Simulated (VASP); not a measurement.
Data:

```yaml
crystal:
  lattice:
    - [3.48743, 0.00000, 0.00000]
    - [0.00000, 3.48743, 0.00000]
    - [0.00000, 0.00000, 3.48743]
  atoms:
    - { symbol: Fe, position: [0.00000, 0.00000, 0.00000], spin: 2.8 }
    - { symbol: Ni, position: [0.00000, 0.50000, 0.50000], spin: 0.6 }
    - { symbol: Ni, position: [0.50000, 0.00000, 0.50000], spin: 0.6 }
    - { symbol: Ni, position: [0.50000, 0.50000, 0.00000], spin: 0.6 }
```

The numbers are results of PBEsol GGA, VASP's PBE PAW potentials (set 64) (plane waves; VASP), not measurements. Numerical set-up: 520 eV cut-off, 9×9×9 Γ-centred mesh, first-order Methfessel-Paxton smearing of 0.10 eV, potentials Fe Ni.

Problem. What does the run give for the cell moment, energy per atom (σ→0), band gap (on the k-mesh) with the smallest direct gap where there is one?

Solution. 
| Property | Value |
|---|---|
| band gap (on the k-mesh) | none (metal, semimetal or under 0.01 eV) |
| cell moment | 4.51 μB |
| energy per atom (σ→0) | -6.910 eV/atom |

Problem. Give the moment on each site (PAW-sphere projection).

Solution. 
| site | moment (μB) |
|---|---|
| Fe1 | 2.81 |
| Ni2 | 0.57 |
| Ni3 | 0.57 |
| Ni4 | 0.57 |

Total energies compare only between runs with the same potentials, cut-off and functional.

The compound is Ni3Fe in the L1_2 structure. It was relaxed first, which changed the volume by -5 %.
